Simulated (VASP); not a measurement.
# YHf7O16 (a cell with a defect) in VASP: further runs

One crystal, YHf7O16 (a cell with a defect), is run at these levels: PBE; tasks: electric field gradients.

Everything below comes from runs of VASP 6.6.1. Logs are shortened: lines on timing, memory, paths and dates and some standing lists are left out, and cuts for length are marked.

## Step 1: The crystal as given

The cell holds a defect, 24 atoms: a = 7.234 Å, b = 7.234 Å, c = 7.234 Å, α = 60.00°, β = 60.00°, γ = 60.00°.

## Step 2: Electric field gradients, PBE, collinear spin, typed start

File INCAR:

```
SYSTEM = YHf7O16
  PREC = Accurate
  ENCUT = 520
  EDIFF = 1E-8
  ISMEAR = -1
  SIGMA = 0.01
  LREAL = Auto
  LASPH = .True.
  NELM = 150
  ALGO = Normal
  ISIF = 2
  LWAVE = .False.
  LCHARG = .False.
  ISPIN = 2
  MAGMOM = 1 0 0 0 0 0 0 0 0 0 0 0 0 0 0 0 0 0 0 0 0 0 0 0
  LORBIT = 11
  LMAXMIX = 4
  GGA = PE
  LEFG = .True.
  NBANDS = 110
```

File KPOINTS:

```
regular mesh
0
Gamma
  3 3 3
  0 0 0
```

File POSCAR:

```
YHf7O16
1.0
    0.0000000000      5.1150000000      5.1150000000
    5.1150000000      0.0000000000      5.1150000000
    5.1150000000      5.1150000000      0.0000000000
Y Hf O
1 7 16
Direct
    0.0000000000      0.0000000000      0.0000000000
    0.0000000000      0.0000000000      0.5000000000
    0.0000000000      0.5000000000      0.0000000000
    0.0000000000      0.5000000000      0.5000000000
    0.5000000000      0.0000000000      0.0000000000
    0.5000000000      0.0000000000      0.5000000000
    0.5000000000      0.5000000000      0.0000000000
    0.5000000000      0.5000000000      0.5000000000
    0.1250000000      0.1250000000      0.1250000000
    0.1250000000      0.1250000000      0.6250000000
    0.1250000000      0.6250000000      0.1250000000
    0.1250000000      0.6250000000      0.6250000000
    0.6250000000      0.1250000000      0.1250000000
    0.6250000000      0.1250000000      0.6250000000
    0.6250000000      0.6250000000      0.1250000000
    0.6250000000      0.6250000000      0.6250000000
    0.3750000000      0.3750000000      0.3750000000
    0.3750000000      0.3750000000      0.8750000000
    0.3750000000      0.8750000000      0.3750000000
    0.3750000000      0.8750000000      0.8750000000
    0.8750000000      0.3750000000      0.3750000000
    0.8750000000      0.3750000000      0.8750000000
    0.8750000000      0.8750000000      0.3750000000
    0.8750000000      0.8750000000      0.8750000000
```

Potentials or basis: VASP PAW PBE potentials, release 64 (Y_sv, Hf_pv, O).

Started as:

```sh
$ cat potpaw_PBE.64/Y_sv/POTCAR potpaw_PBE.64/Hf_pv/POTCAR potpaw_PBE.64/O/POTCAR > POTCAR
$ mpirun -np 1 vasp_std > vasp.out
```

OUTCAR:

```text
SYSTEM = YHf7O16
   PREC = Accurate
   ENCUT = 520
   EDIFF = 1E-8
   ISMEAR = -1
   LREAL = Auto
   LASPH = .True.
   NELM = 150
   ISIF = 2
   ISPIN = 2
   LORBIT = 11
   GGA = PE

 ion  position               nearest neighbor table
   1  0.000  0.000  0.000-   9 2.21  10 2.21  11 2.21  13 2.21  20 2.21  22 2.21  23 2.21  24 2.21
                             5 3.62   2 3.62   3 3.62   2 3.62   4 3.62   6 3.62   3 3.62   4 3.62
   2  0.000  0.000  0.500-   9 2.21  10 2.21  12 2.21  14 2.21  19 2.21  21 2.21  23 2.21  24 2.21
                             6 3.62   1 3.62   4 3.62   1 3.62   3 3.62   5 3.62   3 3.62   4 3.62
   3  0.000  0.500  0.000-   9 2.21  11 2.21  12 2.21  15 2.21  18 2.21  21 2.21  22 2.21  24 2.21
                             7 3.62   1 3.62   4 3.62   2 3.62   4 3.62   8 3.62   1 3.62   2 3.62
   4  0.000  0.500  0.500-  10 2.21  11 2.21  12 2.21  16 2.21  17 2.21  21 2.21  22 2.21  23 2.21
                             8 3.62   2 3.62   3 3.62   1 3.62   3 3.62   7 3.62   1 3.62   2 3.62
   5  0.500  0.000  0.000-   9 2.21  13 2.21  14 2.21  15 2.21  18 2.21  19 2.21  20 2.21  24 2.21
                             7 3.62   1 3.62   6 3.62   2 3.62   6 3.62   8 3.62   3 3.62   7 3.62
   6  0.500  0.000  0.500-  10 2.21  13 2.21  14 2.21  16 2.21  17 2.21  19 2.21  20 2.21  23 2.21
                             8 3.62   2 3.62   5 3.62   1 3.62   5 3.62   7 3.62   4 3.62   7 3.62
   7  0.500  0.500  0.000-  11 2.21  13 2.21  15 2.21  16 2.21  17 2.21  18 2.21  20 2.21  22 2.21
                             8 3.62   3 3.62   5 3.62   4 3.62   6 3.62   8 3.62   1 3.62   5 3.62
   8  0.500  0.500  0.500-  12 2.21  14 2.21  15 2.21  16 2.21  17 2.21  18 2.21  19 2.21  21 2.21
                             7 3.62   4 3.62   6 3.62   3 3.62   5 3.62   7 3.62   2 3.62   5 3.62
   9  0.125  0.125  0.125-   1 2.21   2 2.21   3 2.21   5 2.21
  10  0.125  0.125  0.625-   1 2.21   2 2.21   4 2.21   6 2.21
  11  0.125  0.625  0.125-   1 2.21   3 2.21   4 2.21   7 2.21
  12  0.125  0.625  0.625-   2 2.21   3 2.21   4 2.21   8 2.21
  13  0.625  0.125  0.125-   1 2.21   5 2.21   6 2.21   7 2.21
  14  0.625  0.125  0.625-   2 2.21   5 2.21   6 2.21   8 2.21
[... 8 lines left out ...]
  23  0.875  0.875  0.375-   1 2.21   2 2.21   4 2.21   6 2.21
  24  0.875  0.875  0.875-   1 2.21   2 2.21   3 2.21   5 2.21

  LATTYP: Found a face centered cubic cell.
 ALAT       =    10.2300000000

  Lattice vectors:

 A1 = (   0.0000000000,   5.1150000000,   5.1150000000)
 A2 = (   5.1150000000,   0.0000000000,   5.1150000000)
 A3 = (   5.1150000000,   5.1150000000,   0.0000000000)

Analysis of symmetry for initial positions (statically):
=====================================================================
 Subroutine PRICEL returns:
 Original cell was already a primitive cell.

 Routine SETGRP: Setting up the symmetry group for a
 face centered cubic supercell.

 Subroutine GETGRP returns: Found 48 space group operations
 (whereof 48 operations were pure point group operations)
 out of a pool of 48 trial point group operations.

The static configuration has the point symmetry O_h .

Analysis of symmetry for dynamics (positions and initial velocities):
=====================================================================
 Subroutine PRICEL returns:
 Original cell was already a primitive cell.

 Routine SETGRP: Setting up the symmetry group for a
 face centered cubic supercell.

 Subroutine GETGRP returns: Found 48 space group operations
 (whereof 48 operations were pure point group operations)
 out of a pool of 48 trial point group operations.

The dynamic configuration has the point symmetry O_h .

Analysis of structural, dynamic, and magnetic symmetry:
=====================================================================
 Subroutine PRICEL returns:
 Original cell was already a primitive cell.

 Routine SETGRP: Setting up the symmetry group for a
 face centered cubic supercell.

 Subroutine GETGRP returns: Found 48 space group operations
 (whereof 48 operations were pure point group operations)
 out of a pool of 48 trial point group operations.

The overall configuration has the point symmetry O_h .
[... 174 lines left out ...]

 val. band max:        3.4636698519   @ k =  -0.3333   0.3333   0.0000
 cond. band min:       3.7796744280   @ k =   0.3333   0.3333   0.0000
 fundamental gap:      0.3160045761
 Fermi energy:         3.7682622598

 spin component 1

 k-point     1 :       0.0000    0.0000    0.0000
  band No.  band energies     occupation
      1     -34.9111      1.00000
      2     -26.3112      1.00000
      3     -26.3112      1.00000
      4     -26.3112      1.00000
      5     -26.2111      1.00000
      6     -26.1255      1.00000
[... 401 lines left out ...]
     99       8.7861      0.00000
    100       8.8133      0.00000
 Fermi energy:         3.7682622598

 spin component 2

 k-point     1 :       0.0000    0.0000    0.0000
  band No.  band energies     occupation
      1     -34.9111      1.00000
      2     -26.3112      1.00000
      3     -26.3112      1.00000
      4     -26.3112      1.00000
      5     -26.2111      1.00000
      6     -26.1255      1.00000
[... 401 lines left out ...]
     99       8.7861      0.00000
    100       8.8133      0.00000
 [bands above 100 left out]

------------------------ aborting loop because EDIFF is reached ----------------------------------------

  FORCE on cell =-STRESS in cart. coord.  units (eV):
  Direction    XX          YY          ZZ          XY          YZ          ZX
  --------------------------------------------------------------------------------------
  -------------------------------------------------------------------------------------
  Total       -0.9096944     -0.9096944     -0.9096944     -0.0000000     -0.0000000      0.0000000
  in kB       -5.4455177     -5.4455177     -5.4455177     -0.0000000     -0.0000000      0.0000000
  external PRESSURE =      -5.4455177 kB  Pullay stress =       0.0000000 kB

 VOLUME and BASIS-vectors are now :
 -----------------------------------------------------------------------------
  energy-cutoff  :      520.00
  volume of cell :      267.65
      direct lattice vectors                 reciprocal lattice vectors
     0.000000000  5.115000000  5.115000000    -0.097751711  0.097751711  0.097751711
     5.115000000  0.000000000  5.115000000     0.097751711 -0.097751711  0.097751711
     5.115000000  5.115000000  0.000000000     0.097751711  0.097751711 -0.097751711

 POSITION                                       TOTAL-FORCE (eV/Angst)
 -----------------------------------------------------------------------------------
      0.00000      0.00000      0.00000        -0.000000     -0.000000     -0.000000
      2.55750      2.55750      0.00000        -0.000000     -0.000000     -0.000000
      2.55750      0.00000      2.55750        -0.000000     -0.000000     -0.000000
      5.11500      2.55750      2.55750        -0.000000     -0.000000     -0.000000
      0.00000      2.55750      2.55750        -0.000000     -0.000000     -0.000000
      2.55750      5.11500      2.55750        -0.000000     -0.000000     -0.000000
[... 16 lines left out ...]
      6.39375      6.39375      8.95125         1.145314      1.145314     -1.145314
      8.95125      8.95125      8.95125        -1.145314     -1.145314     -1.145314
 -----------------------------------------------------------------------------------
    total drift:                                0.000000      0.000000      0.000000

  FREE ENERGIE OF THE ION-ELECTRON SYSTEM (eV)
  ---------------------------------------------------
  free  energy   TOTEN  =      -235.7422395546 eV

  energy  without entropy=     -235.7395745993  energy(sigma->0) =     -235.74090708

 Electric field gradients (V/A^2)
---------------------------------------------------------------------
 ion       V_xx      V_yy      V_zz      V_xy      V_xz      V_yz
---------------------------------------------------------------------
   1       0.000    -0.000    -0.000     0.000     0.000     0.000
   2       2.188     2.188    -4.377   -18.023    -0.001    -0.001
   3       2.188    -4.377     2.188    -0.001   -18.023    -0.001
   4      -4.377     2.188     2.188    -0.000    -0.000    18.022
   5      -4.377     2.188     2.188    -0.001    -0.001   -18.023
   6       2.188    -4.377     2.188    -0.000    18.022    -0.000
[... 16 lines left out ...]
  23       0.000     0.000    -0.000   -10.267    10.272    10.272
  24       0.000     0.000     0.000   -10.267   -10.267   -10.267
---------------------------------------------------------------------

 Electric field gradients after diagonalization (V/A^2)
 (convention: |V_zz| > |V_xx| > |V_yy|)
----------------------------------------------------------------------
 ion       V_xx      V_yy      V_zz     asymmetry (V_yy - V_xx)/ V_zz
----------------------------------------------------------------------
   1      -0.000    -0.000     0.000       0.000
   2     -15.834    -4.377    20.211       0.567
   3     -15.834    -4.377    20.211       0.567
   4     -15.833    -4.377    20.210       0.567
   5     -15.834    -4.377    20.211       0.567
   6     -15.833    -4.377    20.210       0.567
[... 16 lines left out ...]
  23      10.273    10.267   -20.540       0.000
  24      10.267    10.267   -20.534       0.000
----------------------------------------------------------------------

           NMR quadrupolar parameters

 Cq : quadrupolar parameter    Cq=e*Q*V_zz/h
 eta: asymmetry parameters     (V_yy - V_xx)/ V_zz
 Q  : nuclear electric quadrupole moment in mb (millibarn)
----------------------------------------------------------------------
 ion       Cq(MHz)       eta       Q (mb)
----------------------------------------------------------------------
   1       0.000       0.000       1.000
   2       0.049       0.567       1.000
   3       0.049       0.567       1.000
   4       0.049       0.567       1.000
   5       0.049       0.567       1.000
   6       0.049       0.567       1.000
[... 16 lines left out ...]
  23      -0.050       0.000       1.000
  24      -0.050       0.000       1.000
----------------------------------------------------------------------

 total charge

# of ion       s       p       d       f       tot
--------------------------------------------------
    1        2.208   6.705   1.242   0.250  10.405
    2        0.286   6.543   1.331   0.000   8.160
    3        0.286   6.543   1.331   0.000   8.160
    4        0.286   6.543   1.331   0.000   8.160
    5        0.286   6.543   1.331   0.000   8.160
    6        0.286   6.543   1.331   0.000   8.160
[... 16 lines left out ...]
   23        1.565   3.523   0.000   0.000   5.088
   24        1.565   3.523   0.000   0.000   5.088
--------------------------------------------------
tot         29.232 108.893  10.555   0.250 148.930

 magnetization (x)

# of ion       s       p       d       f       tot
--------------------------------------------------
    1        0.000   0.000  -0.000  -0.000  -0.000
    2       -0.000  -0.000  -0.000   0.000  -0.000
    3       -0.000  -0.000  -0.000   0.000  -0.000
    4       -0.000  -0.000  -0.000   0.000  -0.000
    5       -0.000  -0.000  -0.000   0.000  -0.000
    6       -0.000  -0.000  -0.000   0.000  -0.000
[... 16 lines left out ...]
   23        0.000   0.000   0.000   0.000   0.000
   24        0.000   0.000   0.000   0.000   0.000
--------------------------------------------------
tot          0.000   0.000  -0.000  -0.000   0.000
```

Wall time 6.8 min (1 thread of Intel Xeon 6975P-C (Granite Rapids), shared host); peak memory 0.61 GiB.

Results:

```
Free energy                                           : -235.7422 eV
Pressure                                              : -0.5 GPa
Largest force                                         : 1.984 eV/Å
Band gap on the k mesh                                : none (metal or under the smearing width)
Net moment                                            : 0.00 μB per cell
Valence electrons inside the program's atomic spheres : Y 10.40; Hf 8.16; O 5.09
```

Forces in eV/Å, atoms in the order of the input:
```
Y    0.000  0.000  0.000
Hf   0.000  0.000  0.000
Hf   0.000  0.000  0.000
Hf   0.000  0.000  0.000
Hf   0.000  0.000  0.000
Hf   0.000  0.000  0.000
Hf   0.000  0.000  0.000
Hf   0.000  0.000  0.000
O    1.145  1.145  1.145
O   -1.145 -1.145  1.145
O   -1.145  1.145 -1.145
O   -0.165  0.165  0.165
O    1.145 -1.145 -1.145
O    0.165 -0.165  0.165
O    0.165  0.165 -0.165
O   -0.165 -0.165 -0.165
O    0.165  0.165  0.165
O   -0.165 -0.165  0.165
O   -0.165  0.165 -0.165
O   -1.145  1.145  1.145
O    0.165 -0.165 -0.165
O    1.145 -1.145  1.145
O    1.145  1.145 -1.145
O   -1.145 -1.145 -1.145
```

Electric field gradients, principal values (V/Å²):
| atom | Vxx | Vyy | Vzz |
| --- | --- | --- | --- |
| 1 Y | 0.000 | 0.000 | 0.000 |
| 2 Hf | -4.377 | -15.834 | 20.211 |
| 3 Hf | -4.377 | -15.834 | 20.211 |
| 4 Hf | -4.377 | -15.833 | 20.210 |
| 5 Hf | -4.377 | -15.834 | 20.211 |
| 6 Hf | -4.377 | -15.833 | 20.210 |
| 7 Hf | -4.377 | -15.833 | 20.210 |
| 8 Hf | 0.000 | 0.000 | -0.001 |
| 9 O | 10.267 | 10.267 | -20.534 |
| 10 O | 10.267 | 10.273 | -20.540 |
| 11 O | 10.267 | 10.273 | -20.540 |
| 12 O | 0.350 | 0.356 | -0.705 |
| 13 O | 10.267 | 10.273 | -20.540 |
| 14 O | 0.350 | 0.356 | -0.705 |
| 15 O | 0.350 | 0.356 | -0.705 |
| 16 O | 0.350 | 0.350 | -0.700 |
| 17 O | 0.350 | 0.350 | -0.700 |
| 18 O | 0.350 | 0.356 | -0.705 |
| 19 O | 0.350 | 0.356 | -0.705 |
| 20 O | 10.267 | 10.273 | -20.540 |
| 21 O | 0.350 | 0.356 | -0.705 |
| 22 O | 10.267 | 10.273 | -20.540 |
| 23 O | 10.267 | 10.273 | -20.540 |
| 24 O | 10.267 | 10.267 | -20.534 |

[end of part 1 of 2]
